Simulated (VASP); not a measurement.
The system is Na.

```
Na
1.0
    -2.11750    2.11750    2.11750
     2.11750   -2.11750    2.11750
     2.11750    2.11750   -2.11750
Na
1
Direct
  0.00000 0.00000 0.00000
```

- Program: VASP 6.6.1
- Task: relaxation of cell and atoms
- Functional: PBE
- Dispersion: D3(BJ)
- Potentials or basis: VASP PAW PBE potentials, release 64 (Na_pv)
- Cutoff: 600 eV
- k mesh: 14 × 14 × 14
- Occupations: gaussian, width 0.1 eV
- Spin: no spin polarisation

At the start: pressure -0.8 GPa; volume 37.98 Å³/atom.

Problem. Where does the relaxation end?

Solution. Over 3 steps the energy falls by 11.1 meV/atom and the volume is 34.04 Å³/atom (-10.4 %); space group Im-3m (No. 229, to 0.05 Å).

The path:
```tsv
step	energy change (eV)	largest force (eV/Å)	pressure (GPa)	volume (Å³)
1	0.0000	0.0000	-0.78	37.98
2	-0.0046	0.0000	-0.63	36.97
3	-0.0111	0.0000	0.01	34.04
```

Final structure:
```yaml
crystal:
  lattice:
    - [-2.04170, 2.04170, 2.04170]
    - [2.04170, -2.04170, 2.04170]
    - [2.04170, 2.04170, -2.04170]
  atoms:
    - { symbol: Na, position: [0.00000, 0.00000, 0.00000] }
```

Caveat: the volume moved by -10 % from the deposited cell, more than functionals usually miss; pairwise dispersion overbinds metals, which lowers pressure and volume.
